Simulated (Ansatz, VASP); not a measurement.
# ZrAs (ZrAs (P6_3/mmc)) in two plane-wave programs, part 2 of 2

Aim: how closely do two programs agree when they are given the same cell, functional and k mesh? The cell is taken from a series of runs on this material, whose earlier steps may have relaxed, scaled, displaced or heated it; both programs get it as it stands.

VASP 6.6.1 and Ansatz 0.2.0.

So far: The starting structure; Ansatz: relaxation of cell and atoms, r2SCAN.

## 3. VASP: relaxation of cell and atoms, r2SCAN

Level of this step: r2SCAN; plane waves and PAW (Zr_sv, As) (VASP).

The same cell, functional, mesh and smearing now go to VASP, with its own data sets.

Lines of VASP's logs that name or quote its potential files are left out, and so is its time.

INCAR

```
SYSTEM = ZrAs
PREC = Accurate
ENCUT = 550
EDIFF = 1E-07
NELM = 120
ISMEAR = -1
SIGMA = 0.05
LREAL = .FALSE.
ALGO = Normal
METAGGA = R2SCAN
LASPH = .TRUE.
NBANDS = 42
LORBIT = 11
LWAVE = .FALSE.
LCHARG = .FALSE.
ISIF = 3
IBRION = 2
NSW = 80
EDIFFG = -0.005
GGA_COMPAT = .FALSE.
NELMIN = 4
LMIXTAU = .TRUE.
KPAR = 2
```

POSCAR

```
ZrAs
1.0
    3.8328710000      0.0000000000      0.0000000000
   -1.9164360000      3.3193640000      0.0000000000
    0.0000000000      0.0000000000     12.8954090000
Zr As
4 4
Direct
    0.3333333701      0.6666665662      0.1165433372
    0.6666668908      0.3333334338      0.6165433760
    0.6666668908      0.3333334338      0.8834566628
    0.3333333701      0.6666665662      0.3834566240
    0.0000000000      0.0000000000      0.0000000000
    0.0000000000      0.0000000000      0.5000000388
    0.3333333701      0.6666665662      0.7500000194
    0.6666668908      0.3333334338      0.2499999806
```

KPOINTS

```
Automatic mesh
0
Gamma
12 12 3
0 0 0
```

The projector-augmented-wave data sets are Zr_sv and As (PBE family, release 64).

On the command line:

```
mpirun -np 2 vasp_std
```

Numbers of over 12 decimals in the logs are rounded to 6 here.

Output:

```text
[banner, memory and clock lines left out]
running    2 mpi-ranks, on    1 nodes
 distrk:  each k-point on    1 cores,    2 groups
 distr:  one band on    1 cores,    1 groups

 POSCAR found type information on POSCAR ZrAs
 POSCAR found :  2 types and       8 ions
|                                                                             |
|               ----> ADVICE to this user running VASP <----                  |
|                                                                             |
|     You enforced a specific xc type in the INCAR file but a different       |
|     [... a line on the potential file left out ...]
|     I HOPE YOU KNOW WHAT YOU ARE DOING!                                     |
|                                                                             |

 LDA part: xc-table for (None), standard interpolation
 POSCAR, INCAR and KPOINTS ok, starting setup
 FFT: planning ... GRIDC
 FFT: planning ... GRID_SOFT
 FFT: planning ... GRID
 WAVECAR not read
 entering main loop
       N       E                     dE             d eps       ncg     rms          rms(c)
DAV:   1     0.534672041672E+03    0.53467E+03   -0.36567E+04  3192   0.167E+03
DAV:   2    -0.123930073179E+03   -0.65860E+03   -0.64338E+03  3724   0.440E+02
DAV:   3    -0.184456862155E+03   -0.60527E+02   -0.59961E+02  5216   0.103E+02
DAV:   4    -0.190069260954E+03   -0.56124E+01   -0.55888E+01  5056   0.275E+01
DAV:   5    -0.190360937255E+03   -0.29168E+00   -0.29154E+00  4622   0.553E+00    0.298E+01
DAV:   6    -0.172211123365E+03    0.18150E+02   -0.23285E+01  4508   0.231E+01    0.946E+00
DAV:   7    -0.164437557569E+03    0.77736E+01   -0.34904E+00  4550   0.945E+00    0.222E+00
DAV:   8    -0.167813962913E+03   -0.33764E+01   -0.25668E+00  4642   0.843E+00    0.162E+00
DAV:   9    -0.163247189297E+03    0.45668E+01   -0.78189E-01  3978   0.724E+00    0.683E-01
DAV:  10    -0.159756583892E+03    0.34906E+01   -0.34931E-01  3474   0.408E+00    0.405E-01
DAV:  11    -0.160641657615E+03   -0.88507E+00   -0.29491E-01  4114   0.360E+00    0.371E-01
DAV:  12    -0.160366551549E+03    0.27511E+00   -0.22818E-01  3332   0.352E+00    0.271E-01
DAV:  13    -0.160483614159E+03   -0.11706E+00   -0.70529E-02  3760   0.132E+00    0.959E-02
DAV:  14    -0.160523597076E+03   -0.39983E-01   -0.22684E-02  3884   0.735E-01    0.711E-02
[...]
DAV:  24    -0.160534588459E+03   -0.22227E-05   -0.10880E-05  3804   0.178E-02    0.205E-03
DAV:  25    -0.160534592180E+03   -0.37207E-05   -0.36840E-06  3718   0.928E-03    0.136E-03
DAV:  26    -0.160534593229E+03   -0.10490E-05   -0.99812E-07  3456   0.474E-03    0.111E-03
DAV:  27    -0.160534592919E+03    0.30987E-06   -0.38283E-08  2404   0.132E-03    0.844E-04
DAV:  28    -0.160534593776E+03   -0.85723E-06   -0.38519E-07  3136   0.234E-03    0.401E-04
DAV:  29    -0.160534593896E+03   -0.11997E-06   -0.61018E-08  2014   0.133E-03    0.369E-04
DAV:  30    -0.160534594001E+03   -0.10470E-06   -0.25022E-08  1974   0.781E-04    0.277E-04
DAV:  31    -0.160534593976E+03    0.25037E-07   -0.77057E-09  1950   0.462E-04
   1 F= -.16053459E+03 E0= -.16052285E+03  d E =-.160535E+03
[...]
2 F= -.16053463E+03 E0= -.16052287E+03  d E =-.386570E-04
[...]
3 F= -.16053463E+03 E0= -.16052287E+03  d E =-.397542E-04
 curvature:  -0.58 expect dE=-0.128E-04 dE for cont linesearch -0.213E-07
 trial: gam= 0.31608 g(F)=  0.162E-05 g(S)=  0.203E-04 ort = 0.154E-05 (trialstep = 0.103E+01)
 search vector abs. value=  0.294E-04
 bond charge predicted
       N       E                     dE             d eps       ncg     rms          rms(c)
DAV:   1    -0.160534677404E+03   -0.43613E-04   -0.66734E-03  3242   0.527E-01    0.823E-02
DAV:   2    -0.160534621205E+03    0.56199E-04   -0.40960E-04  4146   0.118E-01    0.352E-02
DAV:   3    -0.160534630204E+03   -0.89997E-05   -0.15183E-04  3870   0.645E-02    0.145E-02
DAV:   4    -0.160534622908E+03    0.72960E-05   -0.45745E-05  3856   0.327E-02    0.553E-03
DAV:   5    -0.160534630979E+03   -0.80703E-05   -0.15315E-05  4108   0.183E-02    0.308E-03
DAV:   6    -0.160534634260E+03   -0.32818E-05   -0.40192E-06  4370   0.894E-03    0.314E-03
DAV:   7    -0.160534631433E+03    0.28272E-05   -0.72788E-07  3694   0.467E-03    0.118E-03
DAV:   8    -0.160534633812E+03   -0.23790E-05   -0.74006E-07  3090   0.480E-03    0.628E-04
DAV:   9    -0.160534633413E+03    0.39900E-06   -0.50925E-08  2004   0.129E-03    0.372E-04
DAV:  10    -0.160534633556E+03   -0.14247E-06   -0.13419E-08  1872   0.577E-04    0.325E-04
DAV:  11    -0.160534633385E+03    0.17114E-06   -0.22160E-08  1878   0.732E-04    0.923E-05
DAV:  12    -0.160534633334E+03    0.51028E-07   -0.80063E-09  1786   0.364E-04
   4 F= -.16053463E+03 E0= -.16052286E+03  d E =0.396531E-06
 trial-energy change:    0.000000  1 .order   -0.000002   -0.000023    0.000020
 step:   0.4832(harm=  0.5542)  dis= 0.00019  next Energy=  -160.534639 (dE=-0.522E-05)
 reached required accuracy - stopping structural energy minimisation
```

Parts of OUTCAR (step 3):

```text
ion  position               nearest neighbor table
   1  0.333  0.667  0.117-   5 2.67   5 2.67   5 2.67   8 2.80   8 2.80   8 2.80   4 3.44   3 3.73
                             3 3.73   3 3.73
   2  0.667  0.333  0.617-   6 2.67   6 2.67   6 2.67   7 2.80   7 2.80   7 2.80   3 3.44   4 3.73
                             4 3.73   4 3.73
   3  0.667  0.333  0.883-   5 2.67   5 2.67   5 2.67   7 2.80   7 2.80   7 2.80   2 3.44   1 3.73
                             1 3.73   1 3.73
   4  0.333  0.667  0.383-   6 2.67   6 2.67   6 2.67   8 2.80   8 2.80   8 2.80   1 3.44   2 3.73
                             2 3.73   2 3.73
   5  0.000  0.000  0.000-   1 2.67   3 2.67   1 2.67   3 2.67   3 2.67   1 2.67
   6  0.000  0.000  0.500-   2 2.67   2 2.67   4 2.67   4 2.67   2 2.67   4 2.67
   7  0.333  0.667  0.750-   2 2.80   3 2.80   2 2.80   3 2.80   2 2.80   3 2.80
   8  0.667  0.333  0.250-   4 2.80   1 2.80   4 2.80   1 2.80   4 2.80   1 2.80

  LATTYP: Found a hexagonal cell.
 ALAT       =     3.8328710000
 C/A-ratio  =     3.3644255181

 Subroutine GETGRP returns: Found 24 space group operations
 (whereof 12 operations were pure point group operations)

The static configuration has the point symmetry D_3d.
 The point group associated with its full space group is D_6h.

 Found     38 irreducible k-points:

   k-points           NKPTS =     38   k-points in BZ     NKDIM =     38   number of bands    NBANDS=     42

   dimension x,y,z NGX =    30 NGY =   30 NGZ =  100
   dimension x,y,z NGXF=    60 NGYF=   60 NGZF=  200

   ENCUT  =  550.0 eV  40.42 Ry    6.36 a.u.   7.33  7.33 24.66*2*pi/ulx,y,z

   NELECT =      68.0000    total number of electrons

 k-points in reciprocal lattice and weights: Automatic mesh
   0.00000000  0.00000000  0.00000000       0.002
   0.08333333 -0.00000000  0.00000000       0.014
   0.16666667  0.00000000  0.00000000       0.014
   0.25000000  0.00000000  0.00000000       0.014
   0.33333333 -0.00000000  0.00000000       0.014
   0.41666667 -0.00000000  0.00000000       0.014
   0.50000000  0.00000000  0.00000000       0.007
   0.08333333  0.08333333  0.00000000       0.014
   0.16666667  0.08333333  0.00000000       0.028
[...]
0.33333333  0.25000000  0.33333333       0.056
   0.33333333  0.33333333  0.33333333       0.009

 average (electrostatic) potential at core
       1 -81.3815       2 -81.3815       3 -81.3815       4 -81.3814       5 -50.7942
       6 -50.7941       7 -50.4840       8 -50.4840

 E-fermi :   8.4753

 k-point     1 :       0.0000    0.0000    0.0000
  band No.  band energies     occupation
    ...
     33       8.1895      1.99344
     34       8.3066      1.93385
     35       8.3066      1.93385
     36       8.3072      1.93297
     37       8.3072      1.93297
     38       9.1493      0.00000
     39       9.1493      0.00000
     40       9.3093      0.00000
     41       9.4568      0.00000
     42       9.4570      0.00000

 k-point     2 :       0.0833   -0.0000    0.0000
  band No.  band energies     occupation
    ...
     31       7.1603      2.00000
     32       7.5467      2.00000
     33       7.5864      2.00000
     34       8.4155      1.53585
     35       8.4909      0.84591
     36       8.7600      0.00671
     37       8.9076      0.00035
     38       9.0997      0.00001
     39       9.3801      0.00000
     40       9.5494      0.00000
    ...

 k-point     3 :       0.1667    0.0000    0.0000
  band No.  band energies     occupation
    ...
     30       6.1001      2.00000
     31       6.3577      2.00000
     32       7.0327      2.00000
     33       7.4096      2.00000
     34       8.1836      1.99416
     35       8.7334      0.01140
     36       8.8211      0.00198
     37       9.0656      0.00001
     38       9.1566      0.00000
     39       9.4701      0.00000
    ...

  Total       -0.0311714     -0.0311714     -0.0332461      0.0000000      0.0000000      0.0000000
  in kB       -0.3043963     -0.3043964     -0.3246563      0.0000000      0.0000000      0.0000000
  external PRESSURE =      -0.3111497 kB  Pullay stress =       0.0000000 kB

  energy-cutoff  :      550.00
  volume of cell :      164.07
      direct lattice vectors                 reciprocal lattice vectors
     3.832255359  0.000000000  0.000000000     0.260942945  0.150655503 -0.000000000
    -1.916128180  3.318830839  0.000000000    -0.000000000  0.301310928 -0.000000000
    -0.000000000  0.000000000 12.899950814     0.000000000 -0.000000000  0.077519675

 POSITION                                       TOTAL-FORCE (eV/Angst)
 -----------------------------------------------------------------------------------
      0.00000      2.21255      1.50471        -0.000000     -0.000000     -0.003083
      1.91613      1.10628      7.95469         0.000000      0.000000     -0.003083
      1.91613      1.10628     11.39524         0.000000      0.000000      0.003083
      0.00000      2.21255      4.94526        -0.000000     -0.000000      0.003083
      3.83226      0.00000      0.00000         0.000000      0.000000      0.000000
      3.83226      0.00000      6.44998         0.000000      0.000000      0.000000
      0.00000      2.21255      9.67496        -0.000000      0.000000      0.000000
      1.91613      1.10628      3.22499        -0.000000     -0.000000      0.000000
 -----------------------------------------------------------------------------------
    total drift:                               -0.002812      0.000407     -0.001060

  FREE ENERGIE OF THE ION-ELECTRON SYSTEM (eV)
  ---------------------------------------------------
  free  energy   TOTEN  =      -160.5346333336 eV

  energy  without entropy=     -160.5110768404  energy(sigma->0) =     -160.52285509

 reached required accuracy - stopping structural energy minimisation

 total charge
# of ion       s       p       d       tot
------------------------------------------
    1        2.140   5.985   1.596   9.721
    2        2.140   5.985   1.596   9.721
    3        2.140   5.985   1.596   9.721
    4        2.140   5.985   1.596   9.721
    5        1.203   1.758   0.062   3.023
    6        1.203   1.758   0.062   3.023
    7        1.199   1.677   0.036   2.912
    8        1.199   1.677   0.036   2.912
--------------------------------------------------
tot         13.365  30.810   6.580  50.754

[... 3 further parts left out ...]
```

## 4. Comparison

Known differences besides the potentials themselves: VASP keeps PBE cores, Ansatz makes them for the functional; the data sets hold 108 valence electrons in Ansatz (on its PAW soft_1 files) and 68 in VASP; the cutoff is 500 eV in Ansatz and 550 eV in VASP; Ansatz adds a Pulay correction to the stress that steers its cell, VASP none. Total energies have different zeros and are not compared.

Compared:

| quantity | Ansatz | VASP | difference |
| --- | --- | --- | --- |
| volume (Å³) | 163.86 | 164.07 | -0.13 % |
| edge a after relaxation, in the typed setting (Å) | 3.830 | 3.832 | -0.05 % |
| edge c after relaxation, in the typed setting (Å) | 12.898 | 12.900 | -0.02 % |

## 5. Results

- difference in volume (relaxation of cell and atoms, r2SCAN): -0.13 %

The difference in volume is -0.13 % (relaxation of cell and atoms, r2SCAN), within the 1.2 % picked in this series as the mark of a large difference, as far as the stopping tolerances let one tell. The data sets hold unlike numbers of valence electrons (108 in Ansatz and 68 in VASP), so part of the differences comes from the potentials. Such differences can come from data sets, numerical settings and the points named under the comparisons, not from the functional's error against experiment.

[Lines on the potential files, build, host, timing and source positions are cut from VASP's logs without a mark.]

[Logs are printed without paths, hosts, clocks, repeated set-up lines and the standing remarks that a program may print on its own settings, such as how far it seeks lower states.]

[Hosts, paths, dates, database ids (printed as entryN), source tags and the programs' standing remarks are cut or masked in the printed files.]
